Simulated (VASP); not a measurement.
```xyz
2
Lattice="2.8975 0.0000 0.0000 0.0000 2.8975 0.0000 0.0000 0.0000 2.8975" Properties=species:S:1:pos:R:3 pbc="T T T"
Zn     1.4487     1.4487     1.4487
Cu     0.0000     0.0000     0.0000
```

These are PBE GGA, VASP's PBE PAW potentials (set 64) (plane waves; VASP) values and carry that method's errors. Run with 500 eV cut-off, 13×13×13 Γ-centred mesh, first-order Methfessel-Paxton smearing of 0.10 eV, potentials Zn Cu.

Energy and stress use the plane-wave basis of the starting cell.

Problem. The ions, cell shape and volume at an external pressure of 20.0 GPa are relaxed. Predict the relaxed structure.

Solution. 
```xyz
2
Lattice="2.8451 0.0000 0.0000 0.0000 2.8451 0.0000 0.0000 0.0000 2.8451" Properties=species:S:1:pos:R:3 pbc="T T T"
Zn     1.4226     1.4226     1.4226
Cu     0.0000     0.0000     0.0000
```
Space group Pm-3m (221), at a tolerance of 0.03 Å.

Problem. How do energy and volume change from the first to the last step?

Solution. The energy (σ→0) changes by +58.7 meV/atom and the volume by -5.3 %, in 3 ionic steps.

The compound is CuZn in the CsCl type structure. This run relaxes it under an external pressure of 20 GPa. Symmetry was kept, so distortions that lower it aren't found. The electron count is odd and the run is not spin-polarised, which forces a metal.
